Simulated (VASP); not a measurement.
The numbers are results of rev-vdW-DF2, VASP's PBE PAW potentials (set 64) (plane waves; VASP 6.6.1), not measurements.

VASP ran on this input.

**INCAR**
```
# general
SYSTEM  =NiSi2
PREC    =Accurate
ENCUT   =520
LREAL   =.FALSE.   # projection in real space or not
LASPH   =.TRUE.   # aspherical one-centre terms

# electronic loop
EDIFF   =1E-6
NELM    =100   # most electronic steps
ALGO    =Normal
LMAXMIX =4

# smearing
ISMEAR  =1   # Methfessel-Paxton
SIGMA   =0.1   # width (eV)

# functional
GGA     =MK
LUSE_VDW=.TRUE.
AGGAC   =0.0
PARAM1  =0.1234568
PARAM2  =0.7114
ZAB_VDW =-1.8867

# ions
IBRION  =2   # conjugate gradients
NSW     =60
ISIF    =3
EDIFFG  =-0.02   # ionic stop

# output
LWAVE   =.FALSE.
LCHARG  =.FALSE.
```

### KPOINTS
```
kpoints
0
Gamma
 9 9 9
```

POSCAR:
```
NiSi2
1
    0.0000000000     2.6949412397     2.6949412397
    2.6949412397    -0.0000000000     2.6949412397
    2.6949412397     2.6949412397     0.0000000000
Si Ni
2 1
Direct
  0.2500000000   0.2500000000   0.2500000000
  0.7500000000   0.7500000000   0.7500000000
  0.0000000000   0.0000000000   0.0000000000
```

POTCAR, in this order: Si Ni (PBE.64 set). Program: vasp_std.

Output

File OUTCAR:
```
 ion  position               nearest neighbor table
   1  0.250  0.250  0.250-   3 2.33   3 2.33   3 2.33   3 2.33   2 2.69   2 2.69   2 2.69   2 2.69
                             2 2.69   2 2.69
   2  0.750  0.750  0.750-   3 2.33   3 2.33   3 2.33   3 2.33   1 2.69   1 2.69   1 2.69   1 2.69
                             1 2.69   1 2.69
   3  0.000  0.000  0.000-   2 2.33   2 2.33   2 2.33   1 2.33   2 2.33   1 2.33   1 2.33   1 2.33
  LATTYP: Found a face centered cubic cell.
 ALAT       =     5.3898824794
 Subroutine PRICEL returns:
 Original cell was already a primitive cell.
 Subroutine GETGRP returns: Found 48 space group operations
The static configuration has the point symmetry O_h .
The dynamic configuration has the point symmetry O_h .
 Subroutine INISYM returns: Found 48 space group operations
 Subroutine IBZKPT returns following result:
 Found     35 irreducible k-points:

 Following reciprocal coordinates:
            Coordinates               Weight
  0.000000  0.000000  0.000000      1.000000
  0.111111  0.000000  0.000000      8.000000
  0.222222  0.000000  0.000000      8.000000
  0.333333  0.000000  0.000000      8.000000
  0.444444  0.000000  0.000000      8.000000
  0.111111  0.111111  0.000000      6.000000
  0.222222  0.111111  0.000000     24.000000
  0.333333  0.111111  0.000000     24.000000
  0.444444  0.111111  0.000000     24.000000
 -0.444444  0.111111  0.000000     24.000000
 -0.333333  0.111111  0.000000     24.000000
 -0.222222  0.111111  0.000000     24.000000
 -0.111111  0.111111  0.000000     12.000000
  0.222222  0.222222  0.000000      6.000000
  0.333333  0.222222  0.000000     24.000000
  0.444444  0.222222  0.000000     24.000000
 -0.444444  0.222222  0.000000     24.000000
 -0.333333  0.222222  0.000000     24.000000
 -0.222222  0.222222  0.000000     12.000000
  0.333333  0.333333  0.000000      6.000000
  0.444444  0.333333  0.000000     24.000000
...
```

OSZICAR:
```
       N       E                     dE             d eps       ncg     rms          rms(c)
DAV:   1     0.751356657798E+02    0.75136E+02   -0.79500E+03   918   0.141E+03
DAV:   2    -0.106975150402E+02   -0.85833E+02   -0.80157E+02   940   0.248E+02
DAV:   3    -0.147839054661E+02   -0.40864E+01   -0.40036E+01  1206   0.620E+01
DAV:   4    -0.148621898447E+02   -0.78284E-01   -0.78215E-01  1051   0.806E+00
DAV:   5    -0.148642929910E+02   -0.21031E-02   -0.21006E-02  1204   0.140E+00    0.159E+01
DAV:   6    -0.189748090343E+02   -0.41105E+01   -0.48074E+01   998   0.175E+02    0.232E+01
DAV:   7    -0.130603006480E+02    0.59145E+01   -0.14779E+01  1108   0.111E+02    0.354E+00
DAV:   8    -0.130287807790E+02    0.31520E-01   -0.19996E+00  1346   0.235E+01    0.259E+00
DAV:   9    -0.129804920931E+02    0.48289E-01   -0.25321E-01  1113   0.108E+01    0.489E-01
DAV:  10    -0.129799834170E+02    0.50868E-03   -0.76401E-03  1242   0.142E+00    0.251E-01
DAV:  11    -0.129799238233E+02    0.59594E-04   -0.63583E-04  1309   0.336E-01    0.355E-02
DAV:  12    -0.129799400077E+02   -0.16184E-04   -0.52492E-05  1206   0.143E-01    0.205E-02
DAV:  13    -0.129799354668E+02    0.45409E-05   -0.14694E-05  1195   0.991E-02    0.619E-03
DAV:  14    -0.129799356267E+02   -0.15996E-06   -0.12943E-06   673   0.100E-02
   1 F= -.12979936E+02 E0= -.12980209E+02  d E =-.129799E+02
       N       E                     dE             d eps       ncg     rms          rms(c)
DAV:   1    -0.136563179261E+02   -0.67638E+00   -0.63744E+00   980   0.564E+01    0.766E+00
DAV:   2    -0.149273448341E+02   -0.12710E+01   -0.12728E+01  1214   0.987E+01    0.129E+01
DAV:   3    -0.130205730552E+02    0.19068E+01   -0.72460E+00  1065   0.632E+01    0.224E+00
DAV:   4    -0.129980427137E+02    0.22530E-01   -0.25174E-01  1105   0.777E+00    0.107E+00
DAV:   5    -0.129876928414E+02    0.10350E-01   -0.13434E-02  1440   0.215E+00    0.325E-01
DAV:   6    -0.129868394865E+02    0.85335E-03   -0.15965E-03  1362   0.752E-01    0.803E-02
DAV:   7    -0.129868422912E+02   -0.28047E-05   -0.11828E-04  1320   0.127E-01    0.115E-02
DAV:   8    -0.129868418357E+02    0.45551E-06   -0.30851E-06  1031   0.185E-02
   2 F= -.12986842E+02 E0= -.12987140E+02  d E =-.690621E-02
       N       E                     dE             d eps       ncg     rms          rms(c)
DAV:   1    -0.131213499402E+02   -0.13451E+00   -0.11205E+00  1018   0.231E+01    0.349E+00
DAV:   2    -0.134149058134E+02   -0.29356E+00   -0.30502E+00  1089   0.451E+01    0.561E+00
DAV:   3    -0.129945258253E+02    0.42038E+00   -0.12403E+00  1101   0.322E+01    0.372E-01
DAV:   4    -0.129966920342E+02   -0.21662E-02   -0.53589E-02  1109   0.205E+00    0.429E-01
DAV:   5    -0.129947711476E+02    0.19209E-02   -0.48647E-03  1142   0.172E+00    0.634E-02
DAV:   6    -0.129947873452E+02   -0.16198E-04   -0.24477E-04  1075   0.145E-01    0.315E-02
DAV:   7    -0.129947929068E+02   -0.55615E-05   -0.15182E-05  1088   0.425E-02    0.737E-03
DAV:   8    -0.129947922961E+02    0.61067E-06   -0.84014E-07   716   0.115E-02
   3 F= -.12994792E+02 E0= -.12995086E+02  d E =-.148567E-01
```

**OUTCAR**
```
------------------------ aborting loop because EDIFF is reached ----------------------------------------
  FORCE on cell =-STRESS in cart. coord.  units (eV):
  Direction    XX          YY          ZZ          XY          YZ          ZX
  --------------------------------------------------------------------------------------
  Total        0.0164720      0.0164720      0.0164720      0.0000000      0.0000000     -0.0000000
  in kB        0.6551385      0.6551385      0.6551385      0.0000000      0.0000000     -0.0000000
  external PRESSURE =       0.6551385 kB  Pullay stress =       0.0000000 kB
  volume of cell :       40.28
      direct lattice vectors                 reciprocal lattice vectors
    -0.000000000  2.720808531  2.720808531    -0.183768903  0.183768903  0.183768903
     2.720808531 -0.000000000  2.720808531     0.183768903 -0.183768903  0.183768903
     2.720808531  2.720808531  0.000000000     0.183768903  0.183768903 -0.183768903
 POSITION                                       TOTAL-FORCE (eV/Angst)
 -----------------------------------------------------------------------------------
      1.36040      1.36040      1.36040        -0.000000     -0.000000     -0.000000
      4.08121      4.08121      4.08121         0.000000      0.000000      0.000000
     -0.00000      0.00000      0.00000        -0.000000     -0.000000      0.000000
 -----------------------------------------------------------------------------------
    total drift:                               -0.000000     -0.000000      0.000000
  FREE ENERGIE OF THE ION-ELECTRON SYSTEM (eV)
  ---------------------------------------------------
  free  energy   TOTEN  =       -12.9947922961 eV

  energy  without entropy=      -12.9956748225  energy(sigma->0) =      -12.99508647

 reached required accuracy - stopping structural energy minimisation
```
(Selected blocks of OUTCAR.)

CONTCAR:
```
NiSi2
   1.00000000000000
    -0.0000000000000000    2.7208085311925374    2.7208085311925374
     2.7208085311925374   -0.0000000000000000    2.7208085311925374
     2.7208085311925374    2.7208085311925374    0.0000000000000000
  Si              Ni
     2     1
Direct
     0.2500000000000000    0.2500000000000000    0.2500000000000000
     0.7500000000000000    0.7500000000000000    0.7500000000000000
     0.0000000000000000    0.0000000000000000    0.0000000000000000
```

Energy and stress use the plane-wave basis of the starting cell.

The compound is NiSi2 in the fluorite structure. This run relaxes it. Symmetry was kept, so distortions that lower it aren't found. The run is not spin-polarised, so no magnetic state was tried.
